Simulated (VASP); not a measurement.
All values below come from LDA (Ceperley-Alder, Perdew-Zunger), VASP's LDA PAW potentials (set 64) (plane waves; VASP).

VASP ran on this input.

**POSCAR**
```
PbO
1.0
  3.9231634667   0.0000000000   0.0000000000
  0.0000000000   3.9231634667   0.0000000000
  0.0000000000   0.0000000000   3.4941702563
Pb O
2 2
Cart
  1.9615817334   0.0000000000   2.3908710124
  0.0000000000   1.9615817334   1.1032992439
  1.9615817334   1.9615817334   0.0000000000
  0.0000000000   0.0000000000   0.0000000000
```

**KPOINTS**
```
Automatic mesh
0
Gamma
6 6 6
0 0 0
```

INCAR:
```
SYSTEM  =  PbO
PREC  =  Accurate; ENCUT  =  620; LREAL  =  .FALSE.
LASPH  =  .TRUE.
EDIFF  =  1E-6; NELM  =  100; ALGO  =  Normal
LMAXMIX  =  4
ISMEAR  =  0; SIGMA  =  0.05
IBRION  =  2; NSW  =  40; ISIF  =  3
EDIFFG  =  -0.02; PSTRESS  =  450
LWAVE  =  .FALSE.; LCHARG  =  .FALSE.
```

POTCAR, in this order: Pb_d O (LDA.64 set). Program: vasp_std.

Question: What will the output report for the number of irreducible k-points (NKPTS), largest plane-wave count, number of space-group operations, FFT grid (NGX, NGY, NGZ)?

Answer: 
The number of irreducible k-points (NKPTS) is 40, the largest plane-wave count is 1912 and the number of space-group operations is 16. The FFT grid (NGX, NGY, NGZ) comes out as 32 × 32 × 28.

The compound is PbO in the litharge structure. This run relaxes it under an external pressure of 45 GPa. Symmetry was kept, so distortions that lower it aren't found. The k-mesh is coarse (spacing up to 0.32 per Å, 2π included), so the numbers may not be converged in it.
